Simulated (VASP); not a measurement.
Given:

```xyz
3
Lattice="-1.6018 1.6018 3.9096 1.6018 -1.6018 3.9096 1.6018 1.6018 -3.9096" Properties=species:S:1:pos:R:3 pbc="T T T"
Si     0.0000     0.0000     5.2040
Si     0.0000     0.0000     2.6153
W      0.0000     0.0000     0.0000
```

Computed with PBEsol GGA, VASP's PBE PAW potentials (set 64) (plane waves; VASP 6.6.1). Run with 500 eV cut-off, 13×13×13 Γ-centred mesh, first-order Methfessel-Paxton smearing of 0.10 eV, potentials Si W_sv.

Energy and stress use the plane-wave basis of the starting cell.

### Question
The ions, cell shape and volume at an external pressure of 5.0 GPa are relaxed. What does this cell relax into?

### Answer

```xyz
3
Lattice="-1.5898 1.5898 3.8886 1.5898 -1.5898 3.8886 1.5898 1.5898 -3.8886" Properties=species:S:1:pos:R:3 pbc="T T T"
Si     1.5898     1.5898     1.2897
Si     0.0000     0.0000     2.5989
W      0.0000     0.0000     7.7771
```
Space group I4/mmm (139), at a tolerance of 0.03 Å.

### Question
How do energy and volume change from the first to the last step?

### Answer
The energy (σ→0) changes by +4.3 meV/atom and the volume by -2.0 %, in 5 ionic steps.

The compound is WSi2 in the MoSi2 type structure. This run relaxes it under an external pressure of 5 GPa. Symmetry was kept, so distortions that lower it aren't found.
